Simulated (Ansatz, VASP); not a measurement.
## ZrPbO4: VASP beside Ansatz

File INCAR:

```
ALGO = Normal ; EDIFF = 1E-6
EDIFFG = -0.04 ; ENCUT = 600
GGA = PE ; IBRION = 2
ISIF = 3 ; ISMEAR = 0
LASPH = T ; LCHARG = F
LREAL = F ; LWAVE = F
NELM = 60 ; NSW = 90
PREC = Accurate ; SIGMA = 0.1
```

The input KPOINTS:

```
k-points
0
Gamma
  4 4 4
```

POSCAR

```
ZrPbO4
1.0
    0.0000000000      3.4255226400      3.4255226400
    3.4255226400      0.0000000000      3.4255226400
    3.4255226400      3.4255226400      0.0000000000
Zr Pb O
1 1 4
Direct
    0.7500000000      0.7500000000      0.7500000000
    0.5000000000      0.5000000000      0.5000000000
    0.6227704100      0.1257432000      0.1257432000
    0.1257432000      0.6227704100      0.1257432000
    0.1257432000      0.1257432000      0.6227704100
    0.1257432000      0.1257432000      0.1257432000
```

Input for Ansatz:

```yaml
crystal:
  lattice:
    - [0.0, 3.42552264, 3.42552264]
    - [3.42552264, 0.0, 3.42552264]
    - [3.42552264, 3.42552264, 0.0]
  atoms:
    - { symbol: Zr, position: [0.75, 0.75, 0.75] }
    - { symbol: Pb, position: [0.5, 0.5, 0.5] }
    - { symbol: O, position: [0.62277041, 0.1257432, 0.1257432] }
    - { symbol: O, position: [0.1257432, 0.62277041, 0.1257432] }
    - { symbol: O, position: [0.1257432, 0.1257432, 0.62277041] }
    - { symbol: O, position: [0.1257432, 0.1257432, 0.1257432] }
basis:
  ecutwfc: 420
kpoints:
  mp_grid: { grid: [4, 4, 4] }
hamiltonian:
  xc: pbe
scf:
  occupations: { method: gaussian, width: 0.1 }
  lower_state_search: "off"
output:
  forces: true
  stress: true
  eigenvalues: true
relax:
  adjacent_minimum: "off"
  f_tol: 0.04
  max_steps: 70
  cell: { stress_tol: 0.4 }
```

Change from the starting cell: species swapped into the ErNi4Au type (F-43m, No. 216).

Alike in both runs: task relaxation of cell and atoms; functional PBE; k mesh 4 × 4 × 4; occupations gaussian, width 0.1 eV; no spin polarisation.

|  | VASP | Ansatz |
| --- | --- | --- |
| version | VASP 6.6.1 | Ansatz 0.2.0 |
| potentials or method | VASP PAW PBE potentials, release 64 (Zr_sv, Pb_d, O) | scalar-relativistic, plane waves, PAW |
| plane-wave cutoff (eV) | 600 | 420 |
| valence electrons in the cell | 50 | 50 |

```tsv
	VASP	Ansatz	Ansatz less VASP
gap on the k mesh at the Fermi level, each at its own relaxed structure (eV)	none	none	-
relaxed volume (Å³/atom)	12.02	12.04	+0.028
relaxed cell length with the largest relative difference (Å)	4.672	4.675	+0.0036
energy change over the relaxation (meV/atom)	-57	-56	+1.5
```

A gap of «none» marks a metal or a gap that the smearing closes.

Caveats: the k mesh is coarse (spacing up to 0.40 Å⁻¹), so the values aren't converged. Spin-orbit coupling is left out, which matters for the levels of Pb.
